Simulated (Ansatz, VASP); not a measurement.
# SiO2: VASP beside Ansatz

One calculation is typed for both programs; each brings its own data sets. How far apart do they land? The cell is taken from a series of runs on this material, whose earlier steps may have relaxed, scaled, displaced or heated it; both programs get it as it stands.

Main program and level: Ansatz 0.2.0; plane waves, with VASP 6.6.1 beside it; zone-centre phonons at PBE.

### 1. Set-up

The structure is tetragonal, space group P4_2/mnm (No. 136). The conventional cell has a = 4.166 Å, b = 4.166 Å, c = 2.670 Å, α = 90.00°, β = 90.00°, γ = 90.00°. O has 3 Si at 1.76 to 1.80 Å nearest. Si has 6 O at 1.76 to 1.80 Å nearest. Farther neighbours and most contacts between anions are not listed.

Structure file:

```
O Si
1.0
     4.16590    0.00000    0.00000
     0.00000    4.16590    0.00000
     0.00000    0.00000    2.66972
O Si
4 2
Direct
  0.69475 0.69475 0.00000
  0.19475 0.80525 0.50000
  0.30525 0.30525 0.00000
  0.80525 0.19475 0.50000
  0.50000 0.50000 0.50000
  0.00000 0.00000 0.00000
```

### 2. VASP: zone-centre phonons, PBE

Second derivatives magnify differences that forces hide, and they need a tight electronic threshold.

Lines of VASP's logs that name or quote its potential files are left out, and so is its time.

File INCAR:

```
SYSTEM = SiO2
PREC = Accurate
ENCUT = 600
EDIFF = 1E-08
NELM = 120
ISMEAR = 0
SIGMA = 0.01
LREAL = .FALSE.
ALGO = Normal
GGA = PE
NBANDS = 22
LORBIT = 11
LWAVE = .FALSE.
LCHARG = .FALSE.
ISIF = 2
IBRION = 8
LEPSILON = .TRUE.
LASPH = .TRUE.
GGA_COMPAT = .FALSE.
EFERMI = MIDGAP
KPAR = 2
```

File POSCAR:

```
SiO2
1.0
    4.1659044564      0.0000000000      0.0000000000
    0.0000000000      4.1659044564      0.0000000000
    0.0000000000      0.0000000000      2.6697240397
O Si
4 2
Direct
    0.6947527189      0.6947527189      0.0000000000
    0.1947527189      0.8052472811      0.5000000000
    0.3052472811      0.3052472811      0.0000000000
    0.8052472811      0.1947527189      0.5000000000
    0.5000000000      0.5000000000      0.5000000000
    0.0000000000      0.0000000000      0.0000000000
```

File KPOINTS:

```
Automatic mesh
0
Gamma
8 8 8
0 0 0
```

The projector-augmented-wave data sets are O and Si (PBE family, release 64).

Started as:

```sh
mpirun -np 2 vasp_std
```

Numbers of over 12 decimals in the logs are rounded to 6 here.

What it wrote:

```text
[banner, memory and clock lines left out]
running    2 mpi-ranks, on    1 nodes
 distrk:  each k-point on    1 cores,    2 groups
 distr:  one band on    1 cores,    1 groups

 POSCAR found type information on POSCAR O Si
 POSCAR found :  2 types and       6 ions
 LDA part: xc-table for (Slater+PW92), standard interpolation
 POSCAR, INCAR and KPOINTS ok, starting setup
 FFT: planning ... GRIDC
 FFT: planning ... GRID_SOFT
 FFT: planning ... GRID
 WAVECAR not read
 entering main loop
       N       E                     dE             d eps       ncg     rms          rms(c)
DAV:   1     0.169390143606E+03    0.16939E+03   -0.19787E+04  3324   0.158E+03
DAV:   2    -0.432111751342E+02   -0.21260E+03   -0.20468E+03  4276   0.324E+02
DAV:   3    -0.508480523580E+02   -0.76369E+01   -0.76089E+01  4194   0.616E+01
DAV:   4    -0.509035092799E+02   -0.55457E-01   -0.55429E-01  4128   0.603E+00
DAV:   5    -0.509040128422E+02   -0.50356E-03   -0.50351E-03  4122   0.557E-01    0.177E+01
DAV:   6    -0.462160177610E+02    0.46880E+01   -0.16412E+01  3930   0.278E+01    0.805E+00
DAV:   7    -0.462375643445E+02   -0.21547E-01   -0.59583E-01  3960   0.509E+00    0.297E+00
DAV:   8    -0.462516694429E+02   -0.14105E-01   -0.20943E-02  3942   0.139E+00    0.109E+00
DAV:   9    -0.462580568950E+02   -0.63875E-02   -0.84128E-03  4008   0.898E-01    0.269E-01
DAV:  10    -0.462582730555E+02   -0.21616E-03   -0.52923E-04  4068   0.182E-01    0.419E-02
DAV:  11    -0.462582449811E+02    0.28074E-04   -0.12067E-04  4092   0.804E-02    0.550E-03
DAV:  12    -0.462582459038E+02   -0.92269E-06   -0.60863E-06  3966   0.184E-02    0.417E-03
DAV:  13    -0.462582458595E+02    0.44306E-07   -0.83129E-07  4038   0.692E-03    0.331E-03
DAV:  14    -0.462582458760E+02   -0.16421E-07   -0.22865E-08  3360   0.118E-03    0.889E-04
DAV:  15    -0.462582458815E+02   -0.55520E-08   -0.72569E-09  2604   0.656E-04
   1 F= -.46258246E+02 E0= -.46258246E+02  d E =0.000000E+00
 Linear response reoptimize wavefunctions to high precision
DAV:   1    -0.462582458853E+02   -0.38021E-08   -0.76720E-10  2664   0.228E-04
DAV:   2    -0.462582458853E+02    0.19099E-10   -0.61927E-11  2376   0.615E-05
 Linear response G [H, r] |phi>, progress :
  Direction:   1
       N       E                     dE             d eps       ncg     rms
RMM:   1    -0.138427092153E+03   -0.13843E+03    0.11660E+01  7489   0.994E+01
RMM:   2    -0.116756896192E+03    0.21670E+02   -0.87755E+00  5515   0.211E+01
RMM:   3    -0.116806751213E+03   -0.49855E-01   -0.97385E-02  5729   0.202E+00
RMM:   4    -0.116808094202E+03   -0.13430E-02   -0.15648E-03  6031   0.250E-01
RMM:   5    -0.116808121320E+03   -0.27119E-04   -0.21195E-05  6076   0.352E-02
RMM:   6    -0.116808122448E+03   -0.11279E-05    0.15074E-05  6145   0.625E-03
RMM:   7    -0.116808122379E+03    0.69573E-07    0.16953E-05  6079   0.251E-03
RMM:   8    -0.116808122456E+03   -0.77015E-07    0.16416E-05  4830   0.198E-03
RMM:   9    -0.116808122560E+03   -0.10452E-06    0.14793E-05  4002   0.192E-03
RMM:  10    -0.116808122899E+03   -0.33900E-06    0.17113E-05  3817   0.192E-03
RMM:  11    -0.116808124719E+03   -0.18197E-05   -0.55636E-05  3790   0.194E-03
 Linear response G [H, r] |phi>, progress :
  Direction:   2
       N       E                     dE             d eps       ncg     rms
RMM:   1    -0.138484955103E+03   -0.13848E+03    0.53053E+01  7481   0.100E+02
RMM:   2    -0.113583543214E+03    0.24901E+02   -0.99823E+00  5545   0.227E+01
RMM:   3    -0.113652169591E+03   -0.68626E-01   -0.10426E-01  5733   0.213E+00
RMM:   4    -0.113653791753E+03   -0.16222E-02   -0.18845E-03  6061   0.272E-01
RMM:   5    -0.113653823419E+03   -0.31666E-04   -0.11314E-04  6140   0.372E-02
RMM:   6    -0.113653825321E+03   -0.19026E-05   -0.80664E-05  6199   0.658E-03
RMM:   7    -0.113653825741E+03   -0.41974E-06   -0.83492E-05  6111   0.261E-03
RMM:   8    -0.113653825858E+03   -0.11668E-06   -0.83311E-05  4874   0.204E-03
RMM:   9    -0.113653825875E+03   -0.17469E-07   -0.83186E-05  3976   0.198E-03
RMM:  10    -0.113653826021E+03   -0.14584E-06   -0.87474E-05  3816   0.198E-03
RMM:  11    -0.113653825994E+03    0.27050E-07   -0.24204E-05  3806   0.200E-03
 Linear response G [H, r] |phi>, progress :
  Direction:   3
       N       E                     dE             d eps       ncg     rms
RMM:   1    -0.134205358274E+03   -0.13421E+03    0.41092E+01  7214   0.964E+01
 LRF_COMMUTATOR internal error: the vector H(1)-e(1) S(1) |phi(0)> is not orthog
 onal to |phi(0)> (-1.035568272029219E-004,8.004014118156988E-014)
 LRF_COMMUTATOR internal error: the vector H(1)-e(1) S(1) |phi(0)> is not orthog
 onal to |phi(0)> (1.035568264674547E-004,2.890049310977361E-014)
 LRF_COMMUTATOR internal error: the vector H(1)-e(1) S(1) |phi(0)> is not orthog
 onal to |phi(0)> (-1.070749776366786E-004,4.624772786954168E-015)
 LRF_COMMUTATOR internal error: the vector H(1)-e(1) S(1) |phi(0)> is not orthog
[...]
Linear response to external field, progress :
  Direction:   1
       N       E                     dE             d eps       ncg     rms          rms(c)
RMM:   1    -0.306928412840E+00   -0.30693E+00   -0.81970E-01 10082   0.285E+00
RMM:   2    -0.309205462284E+00   -0.22770E-02   -0.55343E-03  9304   0.424E-01    0.985E-01
[...]
RMM:   7    -0.351897776806E+00   -0.80349E-04   -0.40544E-07  5867   0.465E-03    0.373E-04
RMM:   8    -0.351911062359E+00   -0.13286E-04    0.99871E-08  6084   0.668E-04    0.183E-04
RMM:   9    -0.351910942520E+00    0.11984E-06   -0.18077E-08  5048   0.291E-04    0.218E-05
RMM:  10    -0.351910714103E+00    0.22842E-06   -0.14161E-08  3137   0.122E-04    0.120E-05
RMM:  11    -0.351910802999E+00   -0.88897E-07   -0.28460E-08  3197   0.123E-04    0.111E-06
 change of polarisation eV/A/(eV/A) component  3 :    -0.057    -0.046     0.648
 dielectric tensor                  component  3 :    -0.224    -0.179     3.532
 Linear response DOF=           4
 Linear response progress:
  Degree of freedom:   1/  4
       N       E                     dE             d eps       ncg     rms          rms(c)
RMM:   1    -0.383322527540E+00   -0.38332E+00    0.33975E-01 14021   0.386E+00
RMM:   2    -0.375760570472E+00    0.75620E-02   -0.88379E-03 12894   0.596E-01    0.235E-01
RMM:   3    -0.377112115525E+00   -0.13515E-02   -0.14190E-03 11831   0.220E-01    0.128E-01
RMM:   4    -0.379285443496E+00   -0.21733E-02   -0.10990E-03 12348   0.182E-01    0.356E-02
RMM:   5    -0.379448772066E+00   -0.16333E-03   -0.47274E-05 13333   0.402E-02    0.962E-03
RMM:   6    -0.379529135995E+00   -0.80364E-04   -0.33733E-06 13632   0.642E-03    0.310E-03
RMM:   7    -0.379526637928E+00    0.24981E-05   -0.32344E-07 13517   0.274E-03    0.660E-04
RMM:   8    -0.379529984439E+00   -0.33465E-05   -0.15355E-07 13748   0.666E-04    0.230E-04
RMM:   9    -0.379530732497E+00   -0.74806E-06   -0.14196E-07 13668   0.385E-04    0.591E-05
RMM:  10    -0.379531057101E+00   -0.32460E-06   -0.23484E-07 13886   0.167E-04    0.143E-05
RMM:  11    -0.379531023012E+00    0.34089E-07   -0.24564E-07 13810   0.989E-05    0.419E-06
RMM:  12    -0.379531084461E+00   -0.61449E-07   -0.24154E-07 13652   0.805E-05    0.135E-06
RMM:  13    -0.379531082561E+00    0.19004E-08   -0.24704E-07 12799   0.773E-05    0.409E-07
RMM:  14    -0.379531089024E+00   -0.64627E-08   -0.27552E-07 11007   0.763E-05    0.137E-07
RMM:  15    -0.379531087770E+00    0.12533E-08   -0.28383E-07  9879   0.758E-05    0.455E-08
 first order change of Fermi-energy  -0.18879E+00
 force on displaced ion       1 direction 1 : -23.069 -11.171   0.000
 Born effective charge ion    1 direction 1 :  -1.900  -0.565   0.000
 Linear response progress:
  Degree of freedom:   2/  4
       N       E                     dE             d eps       ncg     rms          rms(c)
RMM:   1    -0.359865631455E+00   -0.35987E+00    0.38191E-01 12129   0.388E+00
RMM:   2    -0.353856369009E+00    0.60093E-02   -0.75896E-03 11001   0.553E-01    0.233E-01
RMM:   3    -0.355453867658E+00   -0.15975E-02   -0.88681E-04  9848   0.193E-01    0.125E-01
RMM:   4    -0.358065257494E+00   -0.26114E-02   -0.90068E-04 10033   0.190E-01    0.253E-02
RMM:   5    -0.358001438889E+00    0.63819E-04   -0.39401E-05 11475   0.394E-02    0.266E-03
RMM:   6    -0.358062054929E+00   -0.60616E-04   -0.63172E-08 11932   0.624E-03    0.108E-03
RMM:   7    -0.358052163181E+00    0.98917E-05    0.19573E-07 11819   0.162E-03    0.202E-04
RMM:   8    -0.358054201433E+00   -0.20383E-05   -0.38925E-08 11857   0.290E-04    0.931E-05
RMM:   9    -0.358054942823E+00   -0.74139E-06   -0.50742E-08 12084   0.151E-04    0.964E-06
RMM:  10    -0.358054954730E+00   -0.11906E-07   -0.42991E-08 12037   0.830E-05    0.445E-06
RMM:  11    -0.358054951258E+00    0.34719E-08   -0.53449E-08 11348   0.759E-05    0.658E-07
 first order change of Fermi-energy   0.36328E-03
 force on displaced ion       1 direction 3 :  -0.001  -0.001 -20.531
 Born effective charge ion    1 direction 3 :  -0.000  -0.000  -2.021
 Linear response progress:
  Degree of freedom:   3/  4
       N       E                     dE             d eps       ncg     rms          rms(c)
RMM:   1    -0.319939944381E-01   -0.31994E-01    0.12048E-01 21944   0.189E+00
RMM:   2    -0.233016755842E-01    0.86923E-02   -0.46800E-03 12935   0.492E-01    0.158E-01
RMM:   3    -0.225315399594E-01    0.77014E-03   -0.61326E-04 13211   0.117E-01    0.102E-01
RMM:   4    -0.220633185743E-01    0.46822E-03   -0.44785E-04 13093   0.126E-01    0.246E-02
RMM:   5    -0.220098964753E-01    0.53422E-04   -0.57755E-05 13355   0.360E-02    0.781E-03
RMM:   6    -0.220010851886E-01    0.88113E-05    0.11277E-05 12916   0.118E-02    0.134E-03
RMM:   7    -0.220041928899E-01   -0.31077E-05    0.18457E-06 13507   0.265E-03    0.688E-04
RMM:   8    -0.220059796502E-01   -0.17868E-05    0.67492E-07 13134   0.937E-04    0.151E-04
RMM:   9    -0.220062731574E-01   -0.29351E-06    0.25765E-07 13595   0.233E-04    0.554E-05
RMM:  10    -0.220063275474E-01   -0.54390E-07    0.11555E-07 13486   0.861E-05    0.125E-05
RMM:  11    -0.220063122353E-01    0.15312E-07    0.52041E-08 13775   0.311E-05    0.436E-06
RMM:  12    -0.220062969590E-01    0.15276E-07    0.14942E-07 13405   0.268E-05    0.963E-07
RMM:  13    -0.220062965795E-01    0.37945E-09    0.95248E-08 11207   0.220E-05    0.455E-07
 first order change of Fermi-energy  -0.50291E-05
 force on displaced ion       5 direction 1 : -32.542  -7.725   0.000
 Born effective charge ion    5 direction 1 :   3.800  -0.368   0.000
 Linear response progress:
  Degree of freedom:   4/  4
       N       E                     dE             d eps       ncg     rms          rms(c)
RMM:   1    -0.183542783225E-01   -0.18354E-01    0.36996E-02 10366   0.124E+00
RMM:   2    -0.158749309579E-01    0.24793E-02   -0.95226E-04  7702   0.229E-01    0.184E-01
RMM:   3    -0.158339225411E-01    0.41008E-04   -0.11272E-04  7898   0.663E-02    0.109E-01
RMM:   4    -0.159297130761E-01   -0.95791E-04   -0.16938E-04  7723   0.771E-02    0.866E-03
RMM:   5    -0.158916740211E-01    0.38039E-04   -0.13799E-06  7888   0.131E-02    0.203E-03
RMM:   6    -0.158889326427E-01    0.27414E-05    0.41824E-07  8089   0.227E-03    0.866E-04
RMM:   7    -0.158860635246E-01    0.28691E-05    0.16056E-07  8112   0.817E-04    0.176E-04
RMM:   8    -0.158857637732E-01    0.29975E-06    0.26130E-08  7972   0.162E-04    0.436E-05
RMM:   9    -0.158859649937E-01   -0.20122E-06   -0.94349E-09  8202   0.601E-05    0.526E-06
RMM:  10    -0.158859631275E-01    0.18662E-08   -0.70841E-10  8050   0.235E-05    0.180E-06
 first order change of Fermi-energy   0.24167E-05
 force on displaced ion       5 direction 3 :  -0.000  -0.000 -23.899
 Born effective charge ion    5 direction 3 :   0.000   0.000   4.041
 Born effective charges drift removed
 Linear response finished
```

(Continued in part 2 of 3.)

[Lines on the potential files, build, host, timing and source positions are cut from VASP's logs without a mark.]

[Logs are printed without paths, hosts, clocks, repeated set-up lines and the standing remarks that a program may print on its own settings, such as how far it seeks lower states.]

[Hosts, paths, dates, database ids (printed as entryN), source tags and the programs' standing remarks are cut or masked in the printed files.]
